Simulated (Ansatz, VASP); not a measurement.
# LiBeF3: VASP beside Ansatz, part 2 of 2

Aim: how closely do two programs agree when they are given the same cell, functional and k mesh? The cell is generated by rule, not measured, and may not be a known phase. Of the first pair: The cell is taken from a series of runs on this material, whose earlier steps may have relaxed, scaled, displaced or heated it; both programs get it as it stands.

VASP 6.6.1 and Ansatz 0.2.0.

So far: Starting point; VASP: relaxation of cell and atoms, PBE, pair 1; Ansatz: relaxation of cell and atoms, PBE, pair 1; Comparison.

**5. Ansatz: relaxation of cell and atoms, PBE, pair 2**

Level of this step: Ansatz beside VASP: Kohn-Sham DFT, plane waves, PBE (Ansatz).

The relaxed volume is the usual yardstick between codes: in a stiff, nearly cubic crystal its relative difference is about their pressure difference at one cell divided by the bulk modulus. Its start cell is another than that of the pair before, and may be another structure of the material.

The cell is taken from a series of runs on this material, whose earlier steps may have relaxed, scaled, displaced or heated it; both programs get it as it stands.

input.yaml

```yaml
crystal:
  lattice:
    - [3.350951998, 0.0, 0.0]
    - [0.0, 3.350951998, 0.0]
    - [0.0, 0.0, 4.35878824]
  atoms:
    - { symbol: Li, position: [0.0, 0.0, 0.7885691191] }
    - { symbol: Be, position: [0.5, 0.5, 0.4194616742] }
    - { symbol: F, position: [0.5, 0.0, 0.5420062406] }
    - { symbol: F, position: [0.5, 0.5, 0.0733824551] }
    - { symbol: F, position: [0.0, 0.5, 0.5420062406] }
kpoints:
  mp_grid: { grid: [6, 6, 6] }
hamiltonian:
  xc: pbe
  pseudopotentials: { kind: paw, azcp: { folder: soft_1 } }
scf:
  occupations: { method: fixed }
output:
  forces: true
  stress: true
  eigenvalues: true
relax:
  adjacent_minimum: "off"
  f_tol: 0.001
  max_steps: 60
  cell: { stress_tol: 0.01 }
```

The run is started by

```console
$ ansatz run input.yaml --threads 4 --pin off --max-ram 16384MiB --backend cpu --events-out ev --progress --plain --runs-dir out
```

Numbers of over 12 decimals in the logs are rounded to 6 here.

Output:

```text
[...]
Crystal: 5 atoms, lattice volume = 48.944 Å³
Basis set: ecut = 420 eV, 975 PW (Γ), exchange–correlation on 48×48×60 points (8 copies of the dense FFT grid, shifted against one another)
Bands: 18, of which v1, the nominal top of the filled ones, is band 13 counted from 1 (12 counted from 0)
Symmetry: 8 space group operations
[...]
k-points: 40 of 216 (time reversal used)
[...]
--- Relaxed structure (3 steps of the walk, 3 accepted, 1 SCFs on fresh bases) ---
[...]
cell:  # Å, volume = 48.9527 Å³
    - [3.350717, 0.0, 0]
    - [0.0, 3.350717, 0.0]
    - [0, 0.0, 4.360151]
  atoms:
    - { symbol: Li, position: [0, 0.0, 0.788524] }
    - { symbol: Be, position: [0.5, 0.5, 0.419448] }
    - { symbol: F, position: [0.5, 0.0, 0.541994] }
    - { symbol: F, position: [0.5, 0.5, 0.073466] }
    - { symbol: F, position: [0, 0.5, 0.541994] }
[key lines of the parts left out:]
SCF converged after 7 iterations
Free energy (F): -2728.889012 eV
Fermi energy:    0.729957 eV
P = ⅓ Tr σ = 0.0001 GPa (0.001 kbar)
```

**6. VASP: relaxation of cell and atoms, PBE, pair 2**

The same cell, functional and mesh now go to VASP, with its own data sets.

INCAR

```
SYSTEM = LiBeF3
PREC = Accurate
ENCUT = 750
EDIFF = 1E-07
NELM = 120
ISMEAR = 0
SIGMA = 0.01
LREAL = .FALSE.
ALGO = Normal
GGA = PE
NBANDS = 19
LORBIT = 11
LWAVE = .FALSE.
LCHARG = .FALSE.
ISIF = 3
IBRION = 2
NSW = 80
EDIFFG = -0.005
LASPH = .TRUE.
GGA_COMPAT = .FALSE.
NELMIN = 4
EFERMI = MIDGAP
KPAR = 2
```

POSCAR

```
LiBeF3
1.0
    3.3509520000      0.0000000000      0.0000000000
    0.0000000000      3.3509520000      0.0000000000
    0.0000000000      0.0000000000      4.3587880000
Li Be F
1 1 3
Direct
    0.0000000000      0.0000000000      0.7885692078
    0.5000000000      0.5000000000      0.4194617862
    0.5000000000      0.0000000000      0.5420061724
    0.5000000000      0.5000000000      0.0733825550
    0.0000000000      0.5000000000      0.5420061724
```

KPOINTS

```
Automatic mesh
0
Gamma
6 6 6
0 0 0
```

The projector-augmented-wave data sets are Li_sv, Be and F (PBE family, release 64).

The run is started by

```console
$ mpirun -np 2 vasp_std
```

Output:

```text
[... set-up lines as in an earlier step ...]
 entering main loop
       N       E                     dE             d eps       ncg     rms          rms(c)
DAV:   1     0.204511149700E+03    0.20451E+03   -0.18111E+04  1520   0.182E+03
DAV:   2    -0.141662548516E+02   -0.21868E+03   -0.21247E+03  1805   0.391E+02
DAV:   3    -0.267336366594E+02   -0.12567E+02   -0.12519E+02  2338   0.881E+01
DAV:   4    -0.273996943280E+02   -0.66606E+00   -0.66458E+00  2434   0.124E+01
[...]
DAV:  13    -0.258256382553E+02   -0.12707E-05   -0.74272E-06  1781   0.230E-02    0.124E-03
DAV:  14    -0.258256383670E+02   -0.11169E-06   -0.30811E-07  2158   0.544E-03    0.746E-04
DAV:  15    -0.258256384319E+02   -0.64872E-07   -0.38833E-08  1412   0.198E-03
   1 F= -.25825638E+02 E0= -.25825638E+02  d E =-.258256E+02
[... from here on, the cycles between the ionic steps are left out ...]
   2 F= -.25825897E+02 E0= -.25825897E+02  d E =-.258221E-03
   3 F= -.25825921E+02 E0= -.25825921E+02  d E =-.282929E-03
   4 F= -.25826015E+02 E0= -.25826015E+02  d E =-.938408E-04
   5 F= -.25826016E+02 E0= -.25826016E+02  d E =-.944351E-04
   6 F= -.25826112E+02 E0= -.25826112E+02  d E =-.960403E-04
   7 F= -.25826201E+02 E0= -.25826201E+02  d E =-.185286E-03
   8 F= -.25826231E+02 E0= -.25826231E+02  d E =-.303510E-04
   9 F= -.25826235E+02 E0= -.25826235E+02  d E =-.336711E-04
[...]
reached required accuracy - stopping structural energy minimisation
```

From OUTCAR (step 6):

```text
  Total       -0.0045877     -0.0045877      0.0179675      0.0000000      0.0000000      0.0000000
  in kB       -0.1514391     -0.1514391      0.5931065      0.0000000      0.0000000      0.0000000
  external PRESSURE =       0.0967428 kB  Pullay stress =       0.0000000 kB

 POSITION                                       TOTAL-FORCE (eV/Angst)
 -----------------------------------------------------------------------------------
      0.00000     -0.00000      3.42707         0.000000     -0.000000      0.004967
      1.67332      1.67332      1.81994         0.000000      0.000000     -0.000171
      1.67332     -0.00000      2.34786         0.000000      0.000000     -0.000081
      1.67332      1.67332      0.30804         0.000000      0.000000     -0.004634
      0.00000      1.67332      2.34786         0.000000      0.000000     -0.000081
 -----------------------------------------------------------------------------------
    total drift:                                0.000000      0.000000     -0.000344

  FREE ENERGIE OF THE ION-ELECTRON SYSTEM (eV)
  ---------------------------------------------------
  free  energy   TOTEN  =       -25.8262347539 eV

  energy  without entropy=      -25.8262347539  energy(sigma->0) =      -25.82623475

[... 1 part as in an earlier step ...]

[... 3 further parts left out ...]
[key lines of the parts left out:]
E-fermi :   2.3725
```

**7. Differences**

Compared:

| quantity | Ansatz | VASP | difference |
| --- | --- | --- | --- |
| volume (Å³) | 48.95 | 48.54 | +0.86 % |
| edge a after relaxation, in the typed setting (Å) | 3.351 | 3.347 | +0.12 % |
| edge c after relaxation, in the typed setting (Å) | 4.360 | 4.334 | +0.61 % |

**8. VASP: relaxation of cell and atoms, PBE, pair 3**

The relaxed volume is the usual yardstick between codes: in a stiff, nearly cubic crystal its relative difference is about their pressure difference at one cell divided by the bulk modulus. Its start cell is another than that of the pair before, and may be another structure of the material.

INCAR is that of step 6.

POSCAR

```
LiBeF3
1.0
    3.3485529564      0.0000000000      0.0000000000
    0.0000000000      4.3174712160      0.0000000000
    0.0000000000      0.0000000000      3.3485529564
Li Be F
1 1 3
Direct
    0.0000000000      0.2080187376      0.0000000000
    0.5000000000      0.5797366360      0.5000000000
    0.5000000000      0.4583780635      0.0000000000
    0.5000000000      0.9300632706      0.5000000000
    0.0000000000      0.4583780635      0.5000000000
```

KPOINTS

```
Automatic mesh
0
Gamma
8 8 8
0 0 0
```

The run is started by

```console
$ mpirun -np 2 vasp_std
```

Output:

```text
[... set-up lines as in an earlier step ...]
 entering main loop
       N       E                     dE             d eps       ncg     rms          rms(c)
DAV:   1     0.202355209503E+03    0.20236E+03   -0.17984E+04  2850   0.181E+03
DAV:   2    -0.145942597712E+02   -0.21695E+03   -0.21097E+03  3431   0.394E+02
DAV:   3    -0.269131641929E+02   -0.12319E+02   -0.12273E+02  4581   0.877E+01
DAV:   4    -0.273917686144E+02   -0.47860E+00   -0.47767E+00  4474   0.108E+01
[...]
DAV:  12    -0.258245993965E+02   -0.64581E-05   -0.36795E-05  3201   0.493E-02    0.906E-03
DAV:  13    -0.258246009948E+02   -0.15983E-05   -0.67284E-06  3294   0.224E-02    0.151E-03
DAV:  14    -0.258246010863E+02   -0.91501E-07   -0.39549E-07  4059   0.626E-03
   1 F= -.25824601E+02 E0= -.25824601E+02  d E =-.258246E+02
[...]
2 F= -.25824655E+02 E0= -.25824655E+02  d E =-.538961E-04
[...]
3 F= -.25824703E+02 E0= -.25824703E+02  d E =-.101988E-03
[...]
4 F= -.25824733E+02 E0= -.25824733E+02  d E =-.303735E-04
[...]
5 F= -.25824738E+02 E0= -.25824738E+02  d E =-.353398E-04
[...]
reached required accuracy - stopping structural energy minimisation
```

Parts of OUTCAR (step 8):

```text
  Total        0.0229280      0.0237421      0.0229280      0.0000000      0.0000000      0.0000000
  in kB        0.7586115      0.7855459      0.7586115      0.0000000      0.0000000      0.0000000
  external PRESSURE =       0.7675896 kB  Pullay stress =       0.0000000 kB

 POSITION                                       TOTAL-FORCE (eV/Angst)
 -----------------------------------------------------------------------------------
      0.00000      0.90070      0.00000         0.000000      0.001238      0.000000
      1.67226      2.51165      1.67226        -0.000000     -0.004656     -0.000000
      1.67226      1.98425      0.00000         0.000000      0.002894      0.000000
      1.67226      4.02430      1.67226        -0.000000     -0.002370     -0.000000
      3.34452      1.98425      1.67226         0.000000      0.002894      0.000000
 -----------------------------------------------------------------------------------
    total drift:                                0.000000      0.000764      0.000002

  FREE ENERGIE OF THE ION-ELECTRON SYSTEM (eV)
  ---------------------------------------------------
  free  energy   TOTEN  =       -25.8247384143 eV

  energy  without entropy=      -25.8247384143  energy(sigma->0) =      -25.82473841

[... 1 part as in an earlier step ...]

[... 3 further parts left out ...]
[key lines of the parts left out:]
E-fermi :   2.3983
```

**9. Ansatz: relaxation of cell and atoms, PBE, pair 3**

Its own start cell and the same functional and mesh now go to Ansatz, which takes its cutoff from its data sets.

The two relaxations start from unlike cells of this crystal (the structure described is Ansatz's start), so only their ends are compared.

input.yaml, the sections that differ from step 5:

```yaml
crystal:
  lattice:
    - [3.497342264, 0.0, 0.0]
    - [0.0, 3.497342264, 0.0]
    - [0.0, 0.0, 3.497342264]
  atoms:
    - { symbol: Li, position: [0.0, 0.1715588452, 0.0] }
    - { symbol: Be, position: [0.5, 0.5488643874, 0.5] }
    - { symbol: F, position: [0.5, 0.4701326066, 0.0] }
    - { symbol: F, position: [0.5, -0.0261141753, 0.5] }
    - { symbol: F, position: [0.0, 0.4701326066, 0.5] }
kpoints:
  mp_grid: { grid: [8, 8, 8] }
relax:
  adjacent_minimum: "off"
  f_tol: 0.002
  max_steps: 120
  cell: { stress_tol: 0.03 }
# hamiltonian, scf, output: as in step 5
```

The run is started by

```console
$ ansatz run input.yaml --threads 4 --pin off --max-ram 16384MiB --backend cpu --events-out ev --progress --plain --runs-dir out
```

Output:

```text
[...]
Crystal: 5 atoms, lattice volume = 42.777 Å³
Basis set: ecut = 420 eV, 847 PW (Γ), exchange–correlation on 48×48×48 points (8 copies of the dense FFT grid, shifted against one another)
Bands: 18, of which v1, the nominal top of the filled ones, is band 13 counted from 1 (12 counted from 0)
Symmetry: 8 space group operations
[...]
k-points: 75 of 512 (time reversal used)
[...]
--- Relaxed structure (19 steps of the walk, 18 accepted, 4 SCFs on fresh bases) ---
[...]
cell:  # Å, volume = 48.9443 Å³
    - [3.350952, 0, 0]
    - [0, 4.358788, 0.0]
    - [0, 0.0, 3.350952]
  atoms:
    - { symbol: Li, position: [0, 0.211431, 0.0] }
    - { symbol: Be, position: [0.5, 0.580538, 0.5] }
    - { symbol: F, position: [0.5, 0.457994, 0.0] }
    - { symbol: F, position: [0.5, -0.073382, 0.5] }
    - { symbol: F, position: [0, 0.457994, 0.5] }
[key lines of the parts left out:]
SCF converged after 5 iterations
Free energy (F): -2728.888978 eV
Fermi energy:    0.730987 eV
P = ⅓ Tr σ = -0.0003 GPa (-0.003 kbar)
```

**10. Side by side**

Both answers:

| quantity | Ansatz | VASP | difference |
| --- | --- | --- | --- |
| volume (Å³) | 48.94 | 48.42 | +1.08 % |
| edge a after relaxation, in the typed setting (Å) | 3.351 | 3.345 | +0.19 % |
| edge b after relaxation, in the typed setting (Å) | 4.359 | 4.329 | +0.69 % |

**11. Summary of results**

| Quantity | Value |
| --- | --- |
| difference in volume (relaxation of cell and atoms, PBE, pair 1) | 0.80 % |
| difference in volume (relaxation of cell and atoms, PBE, pair 2) | 0.86 % |
| difference in volume (relaxation of cell and atoms, PBE, pair 3) | 1.1 % |

**Reading.** The difference in volume is 1.1 % (relaxation of cell and atoms, PBE, pair 3), within the 1.2 % picked in this series as the mark of a large difference, as far as the stopping tolerances let one tell. 4 further runs of this series are not shown here. Such differences can come from data sets, numerical settings and the points named under the comparisons, not from the functional's error against experiment.

[Lines on the potential files, build, host, timing and source positions are cut from VASP's logs without a mark.]

[Logs are printed without paths, hosts, clocks, repeated set-up lines and the standing remarks that a program may print on its own settings, such as how far it seeks lower states.]

[Hosts, paths, dates, database ids (printed as entryN), source tags and the programs' standing remarks are cut or masked in the printed files.]
